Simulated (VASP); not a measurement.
Calculation: PBE GGA + U (Dudarev), VASP's PBE PAW potentials (set 64) (plane waves; VASP).

VASP ran on this input.

### KPOINTS
```
Automatic mesh
0
Gamma
7 7 7
0 0 0
```

File POSCAR:
```
VSe2
1
    1.5802940000     0.9123830000     6.1186630000
   -1.5802940000     0.9123830000     6.1186630000
    0.0000000000    -1.8247660000     6.1186630000
V Se
1 2
Direct
  0.0000000000   0.0000000000   0.0000000000
  0.7523000000   0.7523000000   0.7523000000
  0.5810000000   0.5810000000   0.5810000000
```

**INCAR**
```
! general
SYSTEM    = VSe2
PREC      = Accurate
ENCUT     = 400   ! plane-wave cut-off (eV)
LREAL     = .FALSE.   ! projection in real space or not
LASPH     = .TRUE.   ! aspherical one-centre terms

! electronic loop
EDIFF     = 1E-6   ! SCF stop (eV)
NELM      = 100   ! most electronic steps
ALGO      = Normal   ! blocked Davidson
LMAXMIX   = 2   ! l cut-off of mixed one-centre charges

! smearing
ISMEAR    = 0
SIGMA     = 0.05

! functional
GGA       = PE   ! PBE

! spin
ISPIN     = 2
MAGMOM    = 2.0 0.0 0.0

! DFT+U
LDAU      = .TRUE.
LDAUTYPE  = 2   ! Dudarev
LDAUL     = 2 -1
LDAUU     = 5.0 0
LDAUJ     = 0 0
LDAUPRINT = 1

! ions
ISIF      = 2   ! forces and stress, cell fixed

! output
LWAVE     = .FALSE.
LCHARG    = .FALSE.
LORBIT    = 10
```

POTCAR, in this order: V_sv Se (PBE.64 set). Program: vasp_std.

Task: What will the output report for the number of irreducible k-points (NKPTS), number of bands (NBANDS), largest plane-wave count, number of space-group operations, FFT grid (NGX, NGY, NGZ)?

Result: 
number of irreducible k-points (NKPTS): 44
number of bands (NBANDS): 17
largest plane-wave count: 971
number of space-group operations: 6
FFT grid (NGX, NGY, NGZ): 42 × 42 × 42

The structure was generated: VSe2 was put into the 3R-MoS2 type (R3m), which need not be its known phase. The cell was not relaxed at this level. The run is one of a series of settings (LDAU = .TRUE., LDAUJ = 0 0, LDAUL = 2 -1, LDAUTYPE = 2, LDAUU = 5.0 0, LMAXMIX = 2 against the base run), some of them coarse on purpose.
